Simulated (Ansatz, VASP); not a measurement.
# Two plane-wave programs on Cu5Pt2

```
Cu Pt
1.0
     0.00000    4.20895    4.20895
     4.20895    0.00000    4.20895
     4.20895    4.20895    0.00000
Cu Pt
5 2
Direct
  0.59586 0.21242 0.59586
  0.59586 0.59586 0.59586
  0.21242 0.59586 0.59586
  0.59586 0.59586 0.21242
  0.00000 0.00000 0.00000
  0.25000 0.25000 0.25000
  0.75000 0.75000 0.75000
```

Alike in both runs: task relaxation of cell and atoms; functional PBE; k mesh 8 × 8 × 8; occupations gaussian, width 0.1 eV; no spin polarisation.

```csv
,VASP,Ansatz
version,VASP 6.6.1,Ansatz 0.2.0
potentials or method,"VASP PAW PBE potentials, release 64 (Cu, Pt)","scalar-relativistic, plane waves, PAW"
plane-wave cutoff (eV),600,420
valence electrons in the cell,75,131
```

```csv
,VASP,Ansatz,Ansatz less VASP
"gap on the k mesh at the Fermi level, each at its own relaxed structure (eV)",none,none,-
relaxed volume (Å³/atom),21.30,21.29,-0.014
relaxed cell length with the largest relative difference (Å),5.952,5.951,-0.0013
```

A gap of «none» marks a metal or a gap that the smearing closes. The two sets of potentials don't hold the same shells in valence.

Spin-orbit coupling is left out, which matters for the levels of Pt.
